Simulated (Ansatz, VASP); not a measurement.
**Al2O3 (Corundum) in two plane-wave programs**

Aim: how closely do two programs agree when they are given the same cell, functional and k mesh? Of the first pair: The structure shown is the start of the Ansatz relaxation below; VASP solves that cell, so the two are compared at the walk's first step.

Calculated with Ansatz 0.2.0; plane waves, with VASP 6.6.1 beside it; single point at PBE.

## Step 1: Set-up

The structure is trigonal, space group R-3c (No. 167). Conventional cell: a = 4.784 Å, b = 4.784 Å, c = 13.056 Å, α = 90.00°, β = 90.00°, γ = 120.00°. Nearest to Al lie 6 O at 1.86 to 1.98 Å. Nearest to O lie 4 Al at 1.86 to 1.98 Å. Farther neighbours and most contacts between anions are not listed.

## Step 2: Ansatz: relaxation, PBE

Ansatz runs on its PAW soft_1 files.

The two programs are compared at the cell with which this relaxation starts, whose forces are those of its first step.

Contents of input.yaml:

```yaml
crystal:
  lattice:
    - [2.3919151547, 1.3809728584, 4.3518477526]
    - [-2.3919151547, 1.3809728584, 4.3518477526]
    - [0.0, -2.7619457169, 4.3518477526]
  atoms:
    - { symbol: Al, position: [0.3521250386, 0.3521250386, 0.3521250386] }
    - { symbol: Al, position: [0.1478749614, 0.1478749614, 0.1478749614] }
    - { symbol: Al, position: [0.6478749614, 0.6478749614, 0.6478749614] }
    - { symbol: Al, position: [0.8521250386, 0.8521250386, 0.8521250386] }
    - { symbol: O, position: [0.5561570197, 0.9438429803, 0.25] }
    - { symbol: O, position: [0.25, 0.5561570197, 0.9438429803] }
    - { symbol: O, position: [0.9438429803, 0.25, 0.5561570197] }
    - { symbol: O, position: [0.4438429803, 0.0561570197, 0.75] }
    - { symbol: O, position: [0.75, 0.4438429803, 0.0561570197] }
    - { symbol: O, position: [0.0561570197, 0.75, 0.4438429803] }
kpoints:
  mp_grid: { grid: [6, 6, 6] }
hamiltonian:
  xc: pbe
  pseudopotentials: { kind: paw, azcp: { folder: soft_1 } }
scf:
  occupations: { method: fixed }
output:
  forces: true
  stress: true
  eigenvalues: true
relax:
  adjacent_minimum: "off"
  f_tol: 0.001
  max_steps: 60
  cell: { stress_tol: 0.01, fix: [volume] }
```

Command:

```bash
$ ansatz run input.yaml --threads 4 --pin off --max-ram 15360MiB --backend cpu --events-out ev --progress --plain --runs-dir out
```

Numbers of over 12 decimals in the logs are rounded to 6 here.

What it wrote:

```text
Engine: ansatz 0.2.0, aarch64-unknown-linux-gnu
Pseudopotentials: kind: paw
Pseudopotential: Al, paw, valence charge 3, recommended cutoff 420 eV (normal), soft_1/Al.paw.azcp
Pseudopotential: O, paw, valence charge 6, recommended cutoff 420 eV (normal), soft_1/O.paw.azcp
Functional definition: PBE
  parameter kappa = 0.804
  parameter beta = 0.066725
  exchange = pbe_x(kappa = kappa, mu = beta*pi^2/3)
  correlation = pbe_c(beta = beta)
Crystal: 10 atoms, lattice volume = 86.249 Å³
Basis set: ecut = 420 eV, 1665 PW (Γ), exchange–correlation on 72×72×72 points (8 copies of the dense FFT grid, shifted against one another)
Bands: 34, of which v1, the nominal top of the filled ones, is band 24 counted from 1 (23 counted from 0)
Symmetry: 12 space group operations
Space group: R-3c (ITA 167), of the structure as read, at distance tolerance 4.4e-5 Å
k-points: 32 of 216
Non-local potential: Al, projectors of the file, l = 0: 2, l = 1: 2, l = 2: 1
Non-local potential: O, projectors of the file, l = 0: 2, l = 1: 2, l = 2: 1
PAW form: soft (Blöchl's): semilocal exchange-correlation on the pseudo side does not see the compensation charge
PAW one-centre angular grid: Al, 110 points (default); XC on 64 Gauss nodes
PAW one-centre angular grid: O, 110 points (default); XC on 64 Gauss nodes
Initial density: superposition of atomic densities (chi_scale 0.1, normalization cell, long waves kept (reshape's long-wave potential 0.00 eV rms))
Initial wavefunctions: pseudopotential atomic-orbital guess
Functional: x = pbe(κ = 0.804, μ = 0.219515), c = pbe(β = 0.066725)
SCF iter   1: F=—  HF=-5573.252034 eV  |F-HF|=—  |Δ(HF+E_count)|=         —  Δρ=1.30e-1  dr2=1.36e1  ethr=3.10e-3  ⟨swp⟩=5.0  Hψ=4098  notcnv=0  defer=224
preconditioner: auto → Resta (q_TF=auto, 2.474 Å⁻¹)  ε∞=3.3  [insulator: Δε(μ)=7.044 eV  Ē_g=18.339 eV  n_scr=20 (ndim 8)  ℏωp=27.7 eV  f_vac=0.000  ε∞_Penn≈3.3]
SCF iter   2: F=—  HF=-5569.732247 eV  |F-HF|=—  |Δ(HF+E_count)|=    3.52e0  Δρ=4.27e-2  dr2=7.66e-1  ethr=3.10e-3  ⟨swp⟩=2.8  Hψ=2336  notcnv=0  defer=230
SCF iter   3: F=—  HF=-5569.642658 eV  |F-HF|=—  |Δ(HF+E_count)|=   8.96e-2  Δρ=2.20e-2  dr2=2.36e-1  ethr=1.60e-3  ⟨swp⟩=2.0  Hψ=1018  notcnv=0  defer=249
SCF iter   4: F=—  HF=-5569.640872 eV  |F-HF|=—  |Δ(HF+E_count)|=   1.79e-3  Δρ=1.47e-3  dr2=9.54e-4  ethr=4.91e-4  ⟨swp⟩=3.0  Hψ=1773  notcnv=0  defer=255
SCF iter   5: F=—  HF=-5569.642333 eV  |F-HF|=—  |Δ(HF+E_count)|=   1.46e-3  Δρ=1.97e-4  dr2=4.10e-5  ethr=1.99e-6  ⟨swp⟩=2.0  Hψ=1695  notcnv=0  defer=256
SCF iter   6: F=—  HF=-5569.642383 eV  |F-HF|=—  |Δ(HF+E_count)|=   4.95e-5  Δρ=4.97e-5  dr2=2.37e-6  ethr=8.54e-8  ⟨swp⟩=2.0  Hψ=1848  notcnv=0  defer=245
SCF iter   7: F=-5569.642385 eV  HF=-5569.642385 eV  |F-HF|=1.92e-8  |Δ(HF+E_count)|=   2.29e-6  Δρ=5.76e-6  dr2=1.89e-8  ethr=2.08e-10  ⟨swp⟩=12.7  Hψ=7460  notcnv=0
[...]
SCF 4 converged in 5 iterations: F = -5569.642463 eV  dr2 = 9.38e-13
relax step   4: F+E_penalty+E_count = -5569.64246314 eV  Δ(F+E_penalty+E_count) = -1.701e-5 eV  max|allowed force component| = 8.239e-4 eV/Å  Δτ_max = 0.0000 Å  P = +3.595 GPa  Ω = 86.249 Å³  fix = [volume]  reactions: volume +3.595 GPa  stress off target by 7.87e-3 GPa on what of the cell is left free  SCF on the basis re-selected at this cell (its energy is not comparable with the rows above)  (5 SCF iters)
basis re-selected at this cell: Δ(F+E_penalty+E_count) = -1.701e-5 eV, ΔP = +0.000 GPa vs the last step (what re-selecting the basis moved, of the pressure what is left beyond the Pulay correction that the steps carried, after the strain that the cell walked since its last selection, with what the two solves' SCF thresholds leave and, on support functions, any second-order correction that the steps lacked; it is no m [...]
SCF converged after 5 iterations
Free energy (F): -5569.642463 eV
Harris-Foulkes:  -5569.642463 eV  (|F-HF|=7.28e-12)
Internal energy: -5569.642463 eV  (E = F + TS)
E sigma→0 (E₀):  -5569.642463 eV
Fermi energy:    7.523673 eV
--- Per-component energies (eV) ---
  E_band       = 58.356688
  E_kinetic    = 1139.636086
  E_local      = -1976.569715  (includes V_loc(G=0)·N_el)
  E_nonlocal   = 350.802106
  E_hartree    = 751.833802
  E_xc         = -591.723518
  E_vxc        = -680.427429  (∫ρ·V_xc dr)
  E_paw        = -2857.748000  (= ΣΔE_a)
  E_vpaw       = -278.756774  (= ΣTr[D̂ρ^β])
  E_aug_tail   = 0.004766  (compensation charges beyond the density's cutoff)
  E_ewald      = -2385.877991
  E_smearing   = -0.000000  (= −TS)
  E_closure    = 0.000000  (closes the sum)
  Σ components = -5569.642463   (vs F -5569.642463, Δ=0.00e0)
--- Forces (eV/Å), atoms counted from 1 ---
  atom   1  Al    -0.00000000     0.00000000    -0.00028310
  atom   2  Al    -0.00000000    -0.00000000     0.00028310
  atom   3  Al     0.00000000    -0.00000000     0.00028310
  atom   4  Al     0.00000000     0.00000000    -0.00028310
  atom   5  O      0.00082391     0.00000000     0.00000000
  atom   6  O     -0.00041195     0.00071352     0.00000000
  atom   7  O     -0.00041195    -0.00071352    -0.00000000
  atom   8  O     -0.00082391    -0.00000000     0.00000000
  atom   9  O      0.00041195    -0.00071352    -0.00000000
  atom  10  O      0.00041195     0.00071352     0.00000000
  max |Σ_I F_I| component: 4.55e-18 eV/Å
--- Stress (GPa, compression-positive) ---
        3.590818       0.000000      -0.000000
        0.000000       3.590818      -0.000000
        0.000000      -0.000000       3.602620
  P = ⅓ Tr σ = 3.5948 GPa (35.948 kbar)
--- Band table (eV; the first three rows and the last of 32) ---
  k-point 0: bands = [... 20 lower, 7.0416, 7.4820, 7.4820, 7.5237, 13.5643, 16.5671, 18.1136, 18.9563, ... 6 higher]
  k-point 1: bands = [... 20 lower, 6.8565, 7.1850, 7.4443, 7.4760, 14.1967, 17.0666, 17.7010, 18.6157, ... 6 higher]
  k-point 2: bands = [... 20 lower, 6.6974, 6.9890, 7.3023, 7.3455, 15.5120, 17.2094, 17.5650, 17.8958, ... 6 higher]
  k-point 31: bands = [... 20 lower, 7.1526, 7.1526, 7.1526, 7.1526, 16.0460, 16.0460, 18.5290, 18.5290, ... 6 higher]
--- Relaxed structure (3 steps of the walk, 3 accepted, 1 SCFs on fresh bases) ---
  F+E_penalty+E_count = -5569.64246314 eV   max|allowed force component| = 8.239e-4 eV/Å   (the final SCF, on the basis selected at the relaxed cell)
  cell:  # Å, volume = 86.2494 Å³
    - [2.392380, 1.381241, 4.350157]
    - [-2.392380, 1.381241, 4.350157]
    - [0, -2.762482, 4.350157]
  atoms:
    - { symbol: Al, position: [0.352102, 0.352102, 0.352102] }
    - { symbol: Al, position: [0.147898, 0.147898, 0.147898] }
    - { symbol: Al, position: [0.647898, 0.647898, 0.647898] }
    - { symbol: Al, position: [0.852102, 0.852102, 0.852102] }
    - { symbol: O, position: [0.556286, 0.943714, 0.25] }
    - { symbol: O, position: [0.250000, 0.556286, 0.943714] }
    - { symbol: O, position: [0.943714, 0.250000, 0.556286] }
    - { symbol: O, position: [0.443714, 0.056286, 0.75] }
    - { symbol: O, position: [0.75, 0.443714, 0.056286] }
    - { symbol: O, position: [0.056286, 0.750000, 0.443714] }
```

## Step 3: VASP: single point, PBE, start cell, pair 1

The same cell, functional and mesh now go to VASP, with its own data sets.

Lines of VASP's logs that name or quote its potential files are left out, and so is its time.

Contents of INCAR:

```
SYSTEM = Al2O3
PREC = Accurate
ENCUT = 520
EDIFF = 1E-06
NELM = 120
ISMEAR = 0
SIGMA = 0.01
LREAL = .FALSE.
ALGO = Normal
GGA = PE
NBANDS = 34
LORBIT = 11
LWAVE = .FALSE.
LCHARG = .FALSE.
ISIF = 2
LASPH = .TRUE.
GGA_COMPAT = .FALSE.
EFERMI = MIDGAP
KPAR = 2
```

Contents of POSCAR:

```
Al2O3
1.0
    2.3919150000      1.3809730000      4.3518480000
   -2.3919150000      1.3809730000      4.3518480000
    0.0000000000     -2.7619460000      4.3518480000
Al O
4 6
Direct
    0.3521250244      0.3521250244      0.3521250244
    0.1478749755      0.1478749755      0.1478749756
    0.6478749756      0.6478749756      0.6478749756
    0.8521250244      0.8521250244      0.8521250244
    0.5561570376      0.9438429624      0.2500000000
    0.2500000000      0.5561570376      0.9438429624
    0.9438429624      0.2500000000      0.5561570376
    0.4438429624      0.0561570376      0.7500000000
    0.7500000000      0.4438429624      0.0561570377
    0.0561570376      0.7500000000      0.4438429624
```

Contents of KPOINTS:

```
Automatic mesh
0
Gamma
6 6 6
0 0 0
```

Potentials, in the order of the species: Al and O (PBE family, release 64).

Command:

```bash
$ mpirun -np 2 vasp_std
```

What it wrote:

```text
[banner, memory and clock lines left out]
running    2 mpi-ranks, on    1 nodes
 distrk:  each k-point on    1 cores,    2 groups
 distr:  one band on    1 cores,    1 groups

 POSCAR found type information on POSCAR AlO
 POSCAR found :  2 types and      10 ions
 LDA part: xc-table for (Slater+PW92), standard interpolation
 POSCAR, INCAR and KPOINTS ok, starting setup
 FFT: planning ... GRIDC
 FFT: planning ... GRID_SOFT
 FFT: planning ... GRID
 WAVECAR not read
 entering main loop
       N       E                     dE             d eps       ncg     rms          rms(c)
DAV:   1     0.228885248284E+03    0.22889E+03   -0.25461E+04  2176   0.134E+03
DAV:   2    -0.700230014471E+02   -0.29891E+03   -0.28897E+03  2798   0.289E+02
DAV:   3    -0.827169318431E+02   -0.12694E+02   -0.12654E+02  2806   0.620E+01
DAV:   4    -0.828144657971E+02   -0.97534E-01   -0.97475E-01  2736   0.627E+00
DAV:   5    -0.828156644496E+02   -0.11987E-02   -0.11985E-02  2726   0.692E-01    0.175E+01
DAV:   6    -0.747275854278E+02    0.80881E+01   -0.29696E+01  2636   0.292E+01    0.594E+00
DAV:   7    -0.747726779978E+02   -0.45093E-01   -0.86200E-01  2638   0.464E+00    0.327E+00
DAV:   8    -0.747912182305E+02   -0.18540E-01   -0.87287E-02  2612   0.229E+00    0.691E-01
DAV:   9    -0.747951739642E+02   -0.39557E-02   -0.22101E-02  2792   0.817E-01    0.313E-01
DAV:  10    -0.747958217468E+02   -0.64778E-03   -0.79739E-04  2458   0.172E-01    0.724E-02
DAV:  11    -0.747957835196E+02    0.38227E-04   -0.37717E-04  2742   0.110E-01    0.224E-02
DAV:  12    -0.747957862822E+02   -0.27626E-05   -0.22172E-05  2556   0.284E-02    0.581E-03
DAV:  13    -0.747957857535E+02    0.52875E-06   -0.35620E-06  2626   0.105E-02
   1 F= -.74795786E+02 E0= -.74795786E+02  d E =0.000000E+00
```

From OUTCAR (step 3):

```text
ion  position               nearest neighbor table
   1  0.352  0.352  0.352-  10 1.86   8 1.86   9 1.86   5 1.98   6 1.98   7 1.98   2 2.67   3 2.81
                             3 2.81   3 2.81   2 3.24   2 3.24   2 3.24
   2  0.148  0.148  0.148-   9 1.86   8 1.86  10 1.86   5 1.98   7 1.98   6 1.98   1 2.67   4 2.81
                             4 2.81   4 2.81   1 3.24   1 3.24   1 3.24
   3  0.648  0.648  0.648-   7 1.86   5 1.86   6 1.86   8 1.98  10 1.98   9 1.98   4 2.67   1 2.81
                             1 2.81   1 2.81   4 3.24   4 3.24   4 3.24
   4  0.852  0.852  0.852-   6 1.86   5 1.86   7 1.86   8 1.98   9 1.98  10 1.98   3 2.67   2 2.81
                             2 2.81   2 2.81   3 3.24   3 3.24   3 3.24
   5  0.556  0.944  0.250-   3 1.86   4 1.86   1 1.98   2 1.98
   6  0.250  0.556  0.944-   4 1.86   3 1.86   1 1.98   2 1.98
   7  0.944  0.250  0.556-   3 1.86   4 1.86   1 1.98   2 1.98
   8  0.444  0.056  0.750-   2 1.86   1 1.86   3 1.98   4 1.98
   9  0.750  0.444  0.056-   2 1.86   1 1.86   4 1.98   3 1.98
  10  0.056  0.750  0.444-   1 1.86   2 1.86   4 1.98   3 1.98

  LATTYP: Found a trigonal (rhomboedric) cell.
 ALAT       =     5.1543112837
 COS(alpha) =     0.5692946295

 Subroutine GETGRP returns: Found 12 space group operations
 (whereof  6 operations were pure point group operations)

The static configuration has the point symmetry S_6 .
 The point group associated with its full space group is D_3d.

 Found     32 irreducible k-points:

   k-points           NKPTS =     32   k-points in BZ     NKDIM =     32   number of bands    NBANDS=     34

   dimension x,y,z NGX =    40 NGY =   40 NGZ =   40
   dimension x,y,z NGXF=    80 NGYF=   80 NGZF=   80

   ENCUT  =  520.0 eV  38.22 Ry    6.18 a.u.   9.58  9.58  9.58*2*pi/ulx,y,z

   NELECT =      48.0000    total number of electrons

 k-points in reciprocal lattice and weights: Automatic mesh
   0.00000000  0.00000000  0.00000000       0.005
   0.16666667 -0.00000000  0.00000000       0.028
   0.33333333 -0.00000000  0.00000000       0.028
   0.50000000 -0.00000000  0.00000000       0.014
   0.16666667  0.16666667  0.00000000       0.028
   0.33333333  0.16666667  0.00000000       0.056
   0.50000000  0.16666667  0.00000000       0.056
  -0.33333333  0.16666667  0.00000000       0.056
  -0.16666667  0.16666667  0.00000000       0.028
[...]
-0.33333333  0.50000000  0.33333333       0.028
   0.50000000  0.50000000  0.50000000       0.005

 average (electrostatic) potential at core
       1 -71.6755       2 -71.6755       3 -71.6755       4 -71.6755       5 -67.1933
       6 -67.1933       7 -67.1933       8 -67.1933       9 -67.1933      10 -67.1933

 E-fermi :   8.9932

 k-point     1 :       0.0000    0.0000    0.0000
  band No.  band energies     occupation
    ...
     20       5.4965      2.00000
     21       5.4965      2.00000
     22       5.9381      2.00000
     23       5.9381      2.00000
     24       5.9725      2.00000
     25      12.0139      0.00000
     26      14.9945      0.00000
     27      16.5340      0.00000
     28      17.3783      0.00000
     29      17.3783      0.00000
    ...

 k-point     2 :       0.1667   -0.0000    0.0000
  band No.  band energies     occupation
    ...
     20       5.1185      2.00000
     21       5.3087      2.00000
     22       5.6390      2.00000
     23       5.9005      2.00000
     24       5.9269      2.00000
     25      12.6468      0.00000
     26      15.4971      0.00000
     27      16.1216      0.00000
     28      17.0586      0.00000
     29      17.0874      0.00000
    ...

 k-point     3 :       0.3333   -0.0000    0.0000
  band No.  band energies     occupation
    ...
     20       4.6330      2.00000
     21       5.1494      2.00000
     22       5.4426      2.00000
     23       5.7575      2.00000
     24       5.7979      2.00000
     25      13.9622      0.00000
     26      15.6322      0.00000
     27      15.9970      0.00000
     28      16.3360      0.00000
     29      16.7769      0.00000
    ...

  Total        1.9784098      1.9784105      1.8227493     -0.0000000      0.0000000     -0.0000000
  in kB       36.7511509     36.7511632     33.8595841     -0.0000000      0.0000000     -0.0000000
  external PRESSURE =      35.7872994 kB  Pullay stress =       0.0000000 kB

  energy-cutoff  :      520.00
  volume of cell :       86.25
      direct lattice vectors                 reciprocal lattice vectors
     2.391915000  1.380973000  4.351848000     0.209037529  0.120687853  0.076595812
    -2.391915000  1.380973000  4.351848000    -0.209037529  0.120687853  0.076595812
     0.000000000 -2.761946000  4.351848000     0.000000000 -0.241375706  0.076595812

 POSITION                                       TOTAL-FORCE (eV/Angst)
 -----------------------------------------------------------------------------------
      0.00000      0.00000      4.59718         0.000000      0.000000      0.001518
      0.00000     -0.00000      1.93059         0.000000      0.000000     -0.001518
      0.00000      0.00000      8.45836         0.000000      0.000000     -0.001518
      0.00000      0.00000     11.12496         0.000000      0.000000      0.001518
     -0.92731      1.38097      7.61573         0.018070      0.000000      0.000000
     -0.73230     -1.49356      7.61573        -0.009035      0.015649     -0.000000
      1.65961      0.11259      7.61573        -0.009035     -0.015649     -0.000000
      0.92731     -1.38097      5.43981        -0.018070      0.000000     -0.000000
      0.73230      1.49356      5.43981         0.009035     -0.015649     -0.000000
     -1.65961     -0.11259      5.43981         0.009035      0.015649     -0.000000
 -----------------------------------------------------------------------------------
    total drift:                                0.000000     -0.000001     -0.000004

  FREE ENERGIE OF THE ION-ELECTRON SYSTEM (eV)
  ---------------------------------------------------
  free  energy   TOTEN  =       -74.7957857535 eV

  energy  without entropy=      -74.7957857535  energy(sigma->0) =      -74.79578575

 total charge
# of ion       s       p       d       tot
------------------------------------------
    1        0.309   0.394   0.000   0.703
    2        0.309   0.394   0.000   0.703
    3        0.309   0.394   0.000   0.703
    4        0.309   0.394   0.000   0.703
    5        1.547   3.636   0.000   5.183
    6        1.547   3.636   0.000   5.183
    7        1.547   3.636   0.000   5.183
    8        1.547   3.636   0.000   5.183
    9        1.547   3.636   0.000   5.183
   10        1.547   3.636   0.000   5.183
--------------------------------------------------
tot         10.519  23.392   0.000  33.912

[... 3 further parts left out ...]
```

The run ends at a pressure of 3.58 GPa, with forces up to 0.018 eV/Å.

## Step 4: Comparison

Known differences besides the potentials themselves: fixed occupations in Ansatz, narrow Gaussian smearing in VASP; the cutoff is 420 eV in Ansatz and 520 eV in VASP. Total energies have different zeros and are not compared.

At this near-relaxed geometry the largest component of a force difference is 9 meV/Å.

## Step 5: Ansatz: relaxation, PBE

This run makes the geometry at which the two programs are then compared.

The structure compared here is the end of the Ansatz relaxation.

input.yaml is that of step 2.

Command:

```bash
$ ansatz run input.yaml --threads 4 --pin off --max-ram 15360MiB --backend cpu --events-out ev --progress --plain --runs-dir out
```

What it wrote:

```text
[...]
Crystal: 10 atoms, lattice volume = 86.249 Å³
Basis set: ecut = 420 eV, 1665 PW (Γ), exchange–correlation on 72×72×72 points (8 copies of the dense FFT grid, shifted against one another)
Bands: 34, of which v1, the nominal top of the filled ones, is band 24 counted from 1 (23 counted from 0)
Symmetry: 12 space group operations
[...]
k-points: 32 of 216
[...]
- { symbol: Al, position: [0.647898, 0.647898, 0.647898] }
    - { symbol: Al, position: [0.852102, 0.852102, 0.852102] }
    - { symbol: O, position: [0.556286, 0.943714, 0.25] }
    - { symbol: O, position: [0.250000, 0.556286, 0.943714] }
    - { symbol: O, position: [0.943714, 0.250000, 0.556286] }
    - { symbol: O, position: [0.443714, 0.056286, 0.75] }
    - { symbol: O, position: [0.75, 0.443714, 0.056286] }
    - { symbol: O, position: [0.056286, 0.750000, 0.443714] }
[key lines of the parts left out:]
SCF converged after 5 iterations
Free energy (F): -5569.642463 eV
Fermi energy:    7.523673 eV
P = ⅓ Tr σ = 3.5948 GPa (35.948 kbar)
```

[end of part 1 of 2]

[Lines on the potential files, build, host, timing and source positions are cut from VASP's logs without a mark.]

[Logs are printed without paths, hosts, clocks, repeated set-up lines and the standing remarks that a program may print on its own settings, such as how far it seeks lower states.]

[Hosts, paths, dates, database ids (printed as entryN), source tags and the programs' standing remarks are cut or masked in the printed files.]
